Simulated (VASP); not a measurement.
VASP input:

INCAR:
```
ALGO = Normal
EDIFF = 1E-6
ENCUT = 400
GGA = PE
ISIF = 2
ISMEAR = 0
ISPIN = 2
LASPH = .TRUE.
LCHARG = .FALSE.
LMAXMIX = 4
LORBIT = 10
LREAL = .FALSE.
LWAVE = .FALSE.
MAGMOM = 0.0 3*3.0
NELM = 100
NUPDOWN = 7
PREC = Accurate
SIGMA = 0.05
SYSTEM = Co3As
```

**KPOINTS**
```
Automatic mesh
0
Gamma
6 6 6
0 0 0
```

File POSCAR:
```
Co3As
2.9138740
  0.0000000000   1.0000000000   1.0000000000
  1.0000000000   0.0000000000   1.0000000000
  1.0000000000   1.0000000000   0.0000000000
As Co
1 3
Cart
  0.0000000000   0.0000000000   0.0000000000
  1.0000000000   1.0000000000   1.0000000000
  0.5000000000   0.5000000000   0.5000000000
  1.5000000000   1.5000000000   1.5000000000
```

POTCAR, in this order: As Co (PBE.64 set). Program: vasp_std.

### Question
Translate this PBE calculation to Quantum ESPRESSO's pw.x.

### Answer
One equivalent input (not run):
```
&CONTROL
  calculation = 'scf'
  pseudo_dir = './pseudo'
  outdir = './out'
  tprnfor = .true.
  tstress = .true.
/
&SYSTEM
  ibrav = 0
  nat = 4
  ntyp = 2
  ecutwfc = 96
  occupations = 'smearing'
  smearing = 'gaussian'
  degauss = 0.003675
  input_dft = 'pbe'
  nspin = 2
  starting_magnetization(2) = 0.3
  tot_magnetization = 7
/
&ELECTRONS
  conv_thr = 7.3e-08
  electron_maxstep = 100
/
ATOMIC_SPECIES
  As 74.922 As.upf
  Co 58.933 Co.upf
CELL_PARAMETERS angstrom
     0.0000000    2.9138740    2.9138740
     2.9138740    0.0000000    2.9138740
     2.9138740    2.9138740    0.0000000
ATOMIC_POSITIONS crystal
  As   0.0000000  0.0000000  0.0000000
  Co   0.5000000  0.5000000  0.5000000
  Co   0.2500000  0.2500000  0.2500000
  Co   0.7500000  0.7500000  0.7500000
K_POINTS automatic
  6 6 6 0 0 0
```
Limits of the translation: the potentials are each code's own (VASP's PAW set, PseudoDojo norm-conserving files in pw.x), so ENCUT and ecutwfc are chosen apart and not converted; conv_thr bounds pw.x's estimated SCF error, while EDIFF bounds the energy change between steps; starting_magnetization is a fraction of the valence charge and MAGMOM a moment in μB, so they match only roughly.

The structure was generated: Co3As was put into the D03 type (Fm-3m), which need not be its known phase. The cell was not relaxed at this level. The run is one of a series of settings (NUPDOWN = 7 against the base run), some of them coarse on purpose.
